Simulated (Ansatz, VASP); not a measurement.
# Cross-check of V3Pt between VASP and Ansatz, part 2 of 2

One calculation is typed for both programs; each brings its own data sets and cutoff. How far apart do they land?

VASP 6.6.1 and Ansatz 0.2.0.

So far. Step 2 (Ansatz: single point, PBEsol, DFT+U): The run ends at a pressure of -4.18 GPa, with forces up to 0.13 eV/Å.

In doubt: warnings of the run leave room for a lower electronic state, so energies may not be the lowest and differences between runs may mislead.

## 3. VASP: single point, PBEsol, DFT+U

Level of this step: PBEsol, DFT+U (V d 2 eV), spin-polarised from an antiferromagnetic start; plane waves and PAW (Pt, V) (VASP).

The same cell, functional, mesh and smearing now go to VASP, with its own data sets and cutoff.

Lines of VASP's logs that name or quote its potential files are left out, and so is its time.

INCAR reads:

```
SYSTEM = V3Pt
PREC = Accurate
ENCUT = 350
EDIFF = 1E-06
NELM = 150
ISMEAR = 0
SIGMA = 0.1
LREAL = .FALSE.
ALGO = Normal
GGA = PS
NBANDS = 37
ISPIN = 2
MAGMOM = 0 0 2 -2 2 -2 -2 2
LDAU = .TRUE.
LDAUTYPE = 2
LDAUL = -1 2
LDAUU = 0 2
LDAUJ = 0 0
LDAUPRINT = 1
LASPH = .TRUE.
LMAXMIX = 4
LORBIT = 11
LWAVE = .FALSE.
LCHARG = .TRUE.
KPAR = 2
AMIX = 0.2
BMIX = 1E-04
AMIX_MAG = 0.8
BMIX_MAG = 1E-04
```

POSCAR reads:

```
V3Pt
1.0
    3.9180000000      0.0000000000      0.0000000000
    0.0000000000      3.9180000000      0.0000000000
    0.0000000000      0.0000000000      7.8360000000
Pt V
2 6
Direct
    0.0000000000      0.0000000000      0.0000000000
    0.0000000000      0.0000000000      0.5000000000
    0.5000000000      0.5000000000      0.0000000000
    0.5000000000      0.5000000000      0.5000000000
    0.5000000000      0.0000000000      0.2500000000
    0.5000000000      0.0000000000      0.7500000000
    0.0000000000      0.5000000000      0.2500000000
    0.0000000000      0.5000000000      0.7500000000
```

KPOINTS reads:

```
Automatic mesh
0
Gamma
5 5 3
0 0 0
```

Potentials, in the order of the species: Pt and V (PBE family, release 64).

Run with:

```
$ mpirun -np 2 vasp_std
```

Numbers of over 12 decimals in the logs are rounded to 6 here.

What it wrote:

```text
[banner, memory and clock lines left out]
running    2 mpi-ranks, on    1 nodes
 distrk:  each k-point on    1 cores,    2 groups
 distr:  one band on    1 cores,    1 groups

 POSCAR found type information on POSCAR PtV
 POSCAR found :  2 types and       8 ions
|                                                                             |
|               ----> ADVICE to this user running VASP <----                  |
|                                                                             |
|     You enforced a specific xc type in the INCAR file but a different       |
|     [... a line on the potential file left out ...]
|     I HOPE YOU KNOW WHAT YOU ARE DOING!                                     |
|                                                                             |

 LDA part: xc-table for (Slater+PW92), standard interpolation
 POSCAR, INCAR and KPOINTS ok, starting setup
 FFT: planning ... GRIDC
 FFT: planning ... GRID_SOFT
 FFT: planning ... GRID
 WAVECAR not read
 entering main loop
       N       E                     dE             d eps       ncg     rms          rms(c)
DAV:   1     0.361585954990E+03    0.36159E+03   -0.13247E+04  1776   0.109E+03
DAV:   2     0.103335552944E+02   -0.35125E+03   -0.33416E+03  1776   0.296E+02
DAV:   3    -0.637164669943E+02   -0.74050E+02   -0.67214E+02  3234   0.129E+02
DAV:   4    -0.709165344434E+02   -0.72001E+01   -0.69099E+01  2944   0.526E+01
DAV:   5    -0.711134075091E+02   -0.19687E+00   -0.19462E+00  2856   0.933E+00    0.295E+01
DAV:   6    -0.633312171275E+02    0.77822E+01   -0.14747E+01  2648   0.364E+01    0.144E+01
DAV:   7    -0.602909534494E+02    0.30403E+01   -0.10696E+01  2411   0.248E+01    0.606E+00
DAV:   8    -0.604191947062E+02   -0.12824E+00   -0.50162E+00  2984   0.191E+01    0.709E+00
DAV:   9    -0.601585326317E+02    0.26066E+00   -0.23471E+00  3415   0.132E+01    0.301E+00
DAV:  10    -0.602887750571E+02   -0.13024E+00   -0.59543E-01  3273   0.489E+00    0.212E+00
DAV:  11    -0.604061281107E+02   -0.11735E+00   -0.69398E-01  3024   0.496E+00    0.150E+00
DAV:  12    -0.604413376484E+02   -0.35210E-01   -0.30925E-01  2960   0.357E+00    0.110E+00
DAV:  13    -0.604486438535E+02   -0.73062E-02   -0.40731E-02  2680   0.140E+00    0.352E-01
DAV:  14    -0.604501518186E+02   -0.15080E-02   -0.15417E-02  2656   0.109E+00    0.220E-01
DAV:  15    -0.604510628323E+02   -0.91101E-03   -0.34475E-03  3008   0.479E-01    0.136E-01
DAV:  16    -0.604515938445E+02   -0.53101E-03   -0.70701E-04  3008   0.184E-01    0.880E-02
DAV:  17    -0.604518453810E+02   -0.25154E-03   -0.84005E-04  3016   0.189E-01    0.463E-02
DAV:  18    -0.604519025596E+02   -0.57179E-04   -0.14666E-04  2824   0.862E-02    0.282E-02
DAV:  19    -0.604519298048E+02   -0.27245E-04   -0.11995E-04  3176   0.544E-02    0.179E-02
DAV:  20    -0.604519348539E+02   -0.50491E-05   -0.33705E-05  2622   0.350E-02    0.114E-02
DAV:  21    -0.604519376955E+02   -0.28416E-05   -0.16935E-05  2704   0.201E-02    0.677E-03
DAV:  22    -0.604519382959E+02   -0.60039E-06   -0.32514E-06  2094   0.142E-02
   1 F= -.60451938E+02 E0= -.60426597E+02  d E =-.506826E-01  mag=    -0.0000
```

Parts of OUTCAR (step 3):

```text
ion  position               nearest neighbor table
   1  0.000  0.000  0.000-   3 2.77   5 2.77   6 2.77   7 2.77   8 2.77   3 2.77   7 2.77   8 2.77
                             3 2.77   5 2.77   6 2.77   3 2.77
   2  0.000  0.000  0.500-   4 2.77   5 2.77   6 2.77   7 2.77   8 2.77   4 2.77   7 2.77   8 2.77
                             4 2.77   5 2.77   6 2.77   4 2.77
   3  0.500  0.500  0.000-   1 2.77   5 2.77   6 2.77   7 2.77   8 2.77   1 2.77   5 2.77   6 2.77
                             1 2.77   7 2.77   8 2.77   1 2.77
   4  0.500  0.500  0.500-   2 2.77   5 2.77   6 2.77   7 2.77   8 2.77   2 2.77   5 2.77   6 2.77
                             2 2.77   7 2.77   8 2.77   2 2.77
   5  0.500  0.000  0.250-   1 2.77   2 2.77   3 2.77   4 2.77   7 2.77   3 2.77   4 2.77   7 2.77
                             1 2.77   2 2.77   7 2.77   7 2.77
   6  0.500  0.000  0.750-   1 2.77   2 2.77   3 2.77   4 2.77   8 2.77   3 2.77   4 2.77   8 2.77
                             1 2.77   2 2.77   8 2.77   8 2.77
   7  0.000  0.500  0.250-   1 2.77   2 2.77   3 2.77   4 2.77   5 2.77   1 2.77   2 2.77   5 2.77
                             3 2.77   4 2.77   5 2.77   5 2.77
   8  0.000  0.500  0.750-   1 2.77   2 2.77   3 2.77   4 2.77   6 2.77   1 2.77   2 2.77   6 2.77
                             3 2.77   4 2.77   6 2.77   6 2.77

  LATTYP: Found a simple tetragonal cell.
 ALAT       =     3.9180000000
 C/A-ratio  =     2.0000000000

 Subroutine GETGRP returns: Found 16 space group operations
 (whereof 16 operations were pure point group operations)

The static configuration has the point symmetry D_4h.

 Found     12 irreducible k-points:

   k-points           NKPTS =     12   k-points in BZ     NKDIM =     12   number of bands    NBANDS=     37

   dimension x,y,z NGX =    24 NGY =   24 NGZ =   48
   dimension x,y,z NGXF=    48 NGYF=   48 NGZF=   96

   ENCUT  =  350.0 eV  25.72 Ry    5.07 a.u.   5.98  5.98 11.95*2*pi/ulx,y,z

   NELECT =      50.0000    total number of electrons

 k-points in reciprocal lattice and weights: Automatic mesh
   0.00000000  0.00000000  0.00000000       0.013
   0.20000000  0.00000000  0.00000000       0.053
   0.40000000  0.00000000  0.00000000       0.053
   0.20000000  0.20000000  0.00000000       0.053
   0.40000000  0.20000000  0.00000000       0.107
   0.40000000  0.40000000  0.00000000       0.053
   0.00000000  0.00000000  0.33333333       0.027
   0.20000000  0.00000000  0.33333333       0.107
   0.40000000  0.00000000  0.33333333       0.107
   0.20000000  0.20000000  0.33333333       0.107
   0.40000000  0.20000000  0.33333333       0.213
   0.40000000  0.40000000  0.33333333       0.107

atom =   3  type =  2  l = 2

 onsite density matrix

spin component  1

  0.4763 -0.0000 -0.0000  0.0000  0.0000
 -0.0000  0.7170 -0.0000  0.0000  0.0000
 -0.0000 -0.0000  0.3010  0.0000  0.0000
  0.0000  0.0000  0.0000  0.7170 -0.0000
  0.0000  0.0000  0.0000 -0.0000  0.3493

spin component  2

  0.2197  0.0000 -0.0000 -0.0000 -0.0000
  0.0000  0.1374  0.0000  0.0000 -0.0000
 -0.0000  0.0000  0.1898 -0.0000  0.0000
 -0.0000  0.0000 -0.0000  0.1374  0.0000
 -0.0000 -0.0000  0.0000  0.0000  0.1032

 occupancies and eigenvectors

  o =  0.1032  v =  0.0000  0.0000  0.0000  0.0000  0.0000  0.0000 -0.0000  0.0000 -0.0000 -1.0000      0.0000  0.0000  0.0000  0.0000  0.0000  0.0000  0.0000  0.0000  0.0000  0.0000
  o =  0.1374  v =  0.0000  0.0000  0.0000  0.0000  0.0000  0.0000  0.1500  0.0000  0.9887 -0.0000      0.0000  0.0000  0.0000  0.0000  0.0000  0.0000  0.0000  0.0000  0.0000  0.0000
  o =  0.1374  v =  0.0000  0.0000  0.0000  0.0000  0.0000  0.0000 -0.9887  0.0000  0.1500  0.0000      0.0000  0.0000  0.0000  0.0000  0.0000  0.0000  0.0000  0.0000  0.0000  0.0000
  o =  0.1898  v =  0.0000  0.0000  0.0000  0.0000  0.0000  0.0000  0.0000  1.0000 -0.0000  0.0000      0.0000  0.0000  0.0000  0.0000  0.0000  0.0000  0.0000  0.0000  0.0000  0.0000
  o =  0.2197  v =  0.0000  0.0000  0.0000  0.0000  0.0000  1.0000  0.0000  0.0000  0.0000  0.0000      0.0000  0.0000  0.0000  0.0000  0.0000  0.0000  0.0000  0.0000  0.0000  0.0000
  o =  0.3010  v =  0.0000  0.0000  1.0000 -0.0000  0.0000  0.0000  0.0000  0.0000  0.0000  0.0000      0.0000  0.0000  0.0000  0.0000  0.0000  0.0000  0.0000  0.0000  0.0000  0.0000
  o =  0.3493  v =  0.0000 -0.0000 -0.0000  0.0000  1.0000  0.0000  0.0000  0.0000  0.0000  0.0000      0.0000  0.0000  0.0000  0.0000  0.0000  0.0000  0.0000  0.0000  0.0000  0.0000
  o =  0.4763  v =  1.0000  0.0000  0.0000  0.0000  0.0000  0.0000  0.0000  0.0000  0.0000  0.0000      0.0000  0.0000  0.0000  0.0000  0.0000  0.0000  0.0000  0.0000  0.0000  0.0000
  o =  0.7170  v =  0.0000  0.1513  0.0000  0.9885  0.0000  0.0000  0.0000  0.0000  0.0000  0.0000      0.0000  0.0000  0.0000  0.0000  0.0000  0.0000  0.0000  0.0000  0.0000  0.0000
[...]
o =  0.1832  v =  0.0000  0.0000  0.0000  0.0000  0.0000  0.0000  0.0000 -0.7715  0.0000  0.6363      0.0000  0.0000  0.0000  0.0000  0.0000  0.0000  0.0000  0.0000  0.0000  0.0000
  o =  0.2164  v =  0.0000  0.0000  0.0000  0.0000  0.0000  0.0000  1.0000  0.0000  0.0000 -0.0000      0.0000  0.0000  0.0000  0.0000  0.0000  0.0000  0.0000  0.0000  0.0000  0.0000
  o =  0.3099  v =  0.0000 -0.0000  0.9354  0.0000 -0.3537  0.0000  0.0000  0.0000  0.0000  0.0000      0.0000  0.0000  0.0000  0.0000  0.0000  0.0000  0.0000  0.0000  0.0000  0.0000
  o =  0.3593  v =  0.0000 -0.0000  0.3537  0.0000  0.9354  0.0000  0.0000  0.0000  0.0000  0.0000      0.0000  0.0000  0.0000  0.0000  0.0000  0.0000  0.0000  0.0000  0.0000  0.0000
  o =  0.4769  v =  0.0000 -1.0000 -0.0000  0.0000  0.0000  0.0000  0.0000  0.0000  0.0000  0.0000      0.0000  0.0000  0.0000  0.0000  0.0000  0.0000  0.0000  0.0000  0.0000  0.0000
  o =  0.6923  v =  0.0000  0.0000 -0.0000  1.0000 -0.0000  0.0000  0.0000  0.0000  0.0000  0.0000      0.0000  0.0000  0.0000  0.0000  0.0000  0.0000  0.0000  0.0000  0.0000  0.0000
  o =  0.7453  v =  1.0000  0.0000  0.0000  0.0000  0.0000  0.0000  0.0000  0.0000  0.0000  0.0000      0.0000  0.0000  0.0000  0.0000  0.0000  0.0000  0.0000  0.0000  0.0000  0.0000

 average (electrostatic) potential at core
       1 -66.9881       2 -66.9881       3 -38.6604       4 -38.6604       5 -38.5844
       6 -38.5844       7 -38.5844       8 -38.5844

 E-fermi :   7.1324

 spin component 1
 k-point     1 :       0.0000    0.0000    0.0000
  band No.  band energies     occupation
    ...
     17       5.2932      1.00000
     18       5.4221      1.00000
     19       6.0456      1.00000
     20       6.2806      1.00000
     21       6.2806      1.00000
     22       7.4050      0.00006
     23       7.4313      0.00001
     24       7.4313      0.00001
     25       7.6168      0.00000
     26       7.7737      0.00000
    ...

 k-point     2 :       0.2000    0.0000    0.0000
  band No.  band energies     occupation
    ...
     18       5.5159      1.00000
     19       5.9914      1.00000
     20       6.0806      1.00000
     21       6.2425      1.00000
     22       6.8721      0.99988
     23       7.2426      0.05957
     24       7.3136      0.00519
     25       7.5518      0.00000
     26       7.7223      0.00000
     27       7.7780      0.00000
    ...

 k-point     3 :       0.4000    0.0000    0.0000
  band No.  band energies     occupation
    ...
     21       5.9174      1.00000
     22       6.0732      1.00000
     23       6.3317      1.00000
     24       6.7052      1.00000
     25       7.1003      0.67510
     26       7.3573      0.00073
     27       7.3775      0.00026
     28       7.7078      0.00000
     29       7.8410      0.00000
     30       7.8995      0.00000
    ...

 k-point     4 :       0.2000    0.2000    0.0000
  band No.  band energies     occupation
    ...
     20       6.0874      1.00000
     21       6.0980      1.00000
     22       6.6639      1.00000
     23       6.8384      0.99998
     24       7.1125      0.61055
     25       7.2770      0.02044
     26       7.4094      0.00004
     27       7.7122      0.00000
     28       7.7601      0.00000
     29       7.8371      0.00000
    ...

 k-point     5 :       0.4000    0.2000    0.0000
  band No.  band energies     occupation
    ...
     21       6.0894      1.00000
     22       6.2332      1.00000
     23       6.4413      1.00000
     24       6.7707      1.00000
     25       6.8350      0.99999
     26       7.1600      0.34832
     27       7.2472      0.05218
     28       7.5109      0.00000
     29       7.5892      0.00000
     30       7.8580      0.00000
    ...

 k-point     6 :       0.4000    0.4000    0.0000
  band No.  band energies     occupation
    ...
     23       6.6935      1.00000
     24       6.7487      1.00000
     25       6.8170      1.00000
     26       6.9276      0.99811
     27       7.0617      0.84134
     28       7.2231      0.09988
     29       7.4633      0.00000
     30       7.7592      0.00000
     31       8.1578      0.00000
     32       8.3971      0.00000
    ...

  Total       -5.1458881     -5.1458881     -4.0818596      0.0000000     -0.0000000      0.0000000
  in kB      -68.5405569    -68.5405569    -54.3682497      0.0000000     -0.0000000      0.0000000
  external PRESSURE =     -63.8164545 kB  Pullay stress =       0.0000000 kB

  energy-cutoff  :      350.00
  volume of cell :      120.29
      direct lattice vectors                 reciprocal lattice vectors
     3.918000000  0.000000000  0.000000000     0.255232261  0.000000000  0.000000000
     0.000000000  3.918000000  0.000000000     0.000000000  0.255232261  0.000000000
     0.000000000  0.000000000  7.836000000     0.000000000  0.000000000  0.127616131

 POSITION                                       TOTAL-FORCE (eV/Angst)
 -----------------------------------------------------------------------------------
      0.00000      0.00000      0.00000         0.000000      0.000000      0.000000
      0.00000      0.00000      3.91800         0.000000      0.000000     -0.000000
      1.95900      1.95900      0.00000         0.000000      0.000000     -0.000000
      1.95900      1.95900      3.91800        -0.000000     -0.000000     -0.000000
      1.95900      0.00000      1.95900        -0.000000      0.000000     -0.191700
      1.95900      0.00000      5.87700        -0.000000      0.000000     -0.191700
      0.00000      1.95900      1.95900         0.000000      0.000000      0.191700
      0.00000      1.95900      5.87700         0.000000      0.000000      0.191700
 -----------------------------------------------------------------------------------
    total drift:                                0.000000      0.000000     -0.000000

  FREE ENERGIE OF THE ION-ELECTRON SYSTEM (eV)
  ---------------------------------------------------
  free  energy   TOTEN  =       -60.4519382959 eV

  energy  without entropy=      -60.4012556805  energy(sigma->0) =      -60.42659699

 total charge
# of ion       s       p       d       tot
------------------------------------------
    1        0.784   0.704   7.969   9.456
    2        0.784   0.704   7.969   9.456
    3        0.500   0.596   3.319   4.415
    4        0.500   0.596   3.319   4.415
    5        0.501   0.601   3.322   4.424
    6        0.501   0.601   3.322   4.424
    7        0.501   0.601   3.322   4.424
    8        0.501   0.601   3.322   4.424
--------------------------------------------------
tot          4.572   5.005  35.861  45.437

 magnetization (x)
# of ion       s       p       d       tot
------------------------------------------
    1       -0.010  -0.008   0.032   0.014
    2        0.010   0.008  -0.032  -0.014
    3        0.019   0.026   1.767   1.812
    4       -0.019  -0.026  -1.767  -1.812
    5        0.033   0.016   1.810   1.859
    6       -0.033  -0.016  -1.810  -1.859
    7       -0.033  -0.016  -1.810  -1.859
    8        0.033   0.016   1.810   1.859
--------------------------------------------------
tot          0.000   0.000  -0.000  -0.000

[... 1 further part left out ...]
```

The magnetic state follows from one typed start and may not be the lowest. A U on the itinerant d states of such a compound is hard to justify; it moves the bands at the Fermi level and favours large moments. The data set V keeps the semicore shell frozen, which is cheaper and a little less accurate.

## 4. Differences

Known differences besides the potentials themselves: U acts on the PAW sphere in VASP and on atomic orbitals in Ansatz, so only states and trends compare; the data sets hold 114 valence electrons in Ansatz (default PAW (the set named soft_2) files) and 50 in VASP; the cutoff is 420 eV in Ansatz and 350 eV in VASP; Ansatz makes its cores anew for this functional, VASP keeps those of its PBE data sets; site moments are counted in spheres of each program's own size. Total energies have different zeros and are not compared.

The two programs side by side:

```
                                        quantity  Ansatz   VASP  difference
                                  pressure (GPa)   -4.18  -6.38       +2.20
pressure without Ansatz's Pulay correction (GPa)   -4.24  -6.38       +2.14
                               moment on V5 (μB)    1.87   1.86       +0.01
                               moment on V6 (μB)   -1.87  -1.86       -0.01
                               moment on V7 (μB)   -1.87  -1.86       -0.01
                               moment on V8 (μB)    1.87   1.86       +0.01
                               moment on V3 (μB)    1.87   1.81       +0.06
                               moment on V4 (μB)   -1.87  -1.81       -0.06
```

Forces (eV/Å; atoms numbered as in POSCAR):

```
atom        Ansatz x, y, z          VASP x, y, z
 Pt1   0.000, 0.000, 0.000   0.000, 0.000, 0.000
 Pt2   0.000, 0.000, 0.000   0.000, 0.000, 0.000
  V3   0.000, 0.000, 0.000   0.000, 0.000, 0.000
  V4   0.000, 0.000, 0.000   0.000, 0.000, 0.000
  V5  0.000, 0.000, -0.128  0.000, 0.000, -0.192
  V6  0.000, 0.000, -0.128  0.000, 0.000, -0.192
  V7   0.000, 0.000, 0.128   0.000, 0.000, 0.192
  V8   0.000, 0.000, 0.128   0.000, 0.000, 0.192
```

The forces differ by 26 meV/Å r.m.s., which is 33.4 % of the r.m.s. force of 0.08 eV/Å (both taken over all components). Ansatz's pressure holds a Pulay correction of 0.07 GPa; VASP's holds none.

## 5. Results

```yaml
r_m_s_force_difference_single_point_pbesol_dft_u: 26 meV/Å
difference_in_pressure_single_point_pbesol_dft_u: 2.2 GPa
```

What this shows: The difference in pressure is 2.2 GPa (single point, PBEsol, DFT+U). How closely two codes agree says nothing of how well the functional describes the real material.

[Lines on the potential files, build, host, timing and source positions are cut from VASP's logs without a mark.]

[Logs are printed without paths, hosts, clocks, repeated set-up lines and the standing remarks that a program may print on its own settings, such as how far it seeks lower states.]

[Hosts, paths, dates, database ids (printed as entryN), source tags and the programs' standing remarks are cut or masked in the printed files.]
